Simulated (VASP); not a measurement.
Band gap of diamond and zinc-blende semiconductors: PBE0 against PBE

VASP (plane waves, PAW); cells keep the symmetry of their structure type. No spin-orbit coupling. PBE gaps are read over mesh and path in cells relaxed at that level, PBE0 gaps over the mesh and further points in PBE's cells.

Here x stands for PBE gap and y for PBE0 gap.

```
solid  PBE gap (eV)  PBE0 gap (eV)  cut-off (eV)
-----  ------------  -------------  ------------
GaAs           0.15           1.58           520
InP            0.44           1.80           520
CdTe           0.57           1.92           520
Si             0.61           1.84           520
SiC            1.37           2.96           520
ZnS            2.01           3.88           520
BeTe           2.02           3.34           520
BeS            3.15           4.79           520
C              4.12              ?           520
```

Using a straight line, estimate the missing y at x = 4.12 from the other rows, showing the fit.

With u = x - 1.3, the rows have u = -1.1500, -0.8600, -0.7300, -0.6900, 0.0700, 0.7100, 0.7200, 1.8500. Means: u -0.0100000, y 2.764. About the means, the sum of products is 8.4132 and the sum of squares of u is 7.5202; the slope is their ratio. Least squares gives y = 2.775 + 1.1187·u. Residuals (row less fit): 0.092, -0.013, -0.038, -0.163, 0.107, 0.311, -0.240, -0.055; standard error 0.185 (degrees of freedom: 6). The slope is 1.12 with a standard error of 0.067. At the withheld row, u = 2.8200, so y = 2.775 + 1.1187 × 2.8200 = 5.930 eV. The calculation gives 6.01 eV, 0.080 eV above the prediction (1.8 % of the range of y in the table). The row lies outside the fitted rows, so this is an extrapolation. From the scatter of the fitted rows alone, a prediction at this place has a standard error of 0.274 eV, so the miss is 0.3 times that.

Spin-orbit coupling is left out, which can shift this property for GaAs, InP, CdTe, BeTe. Left out of the series because the gap is closed or under 0.1 eV at PBE or PBE0: HgTe, HgS. The rows are a random draw from the solids of this series computed here; series whose standard error about the line passes 12 to 30 % of the range of y, or with no trend, aren't shown in this form.
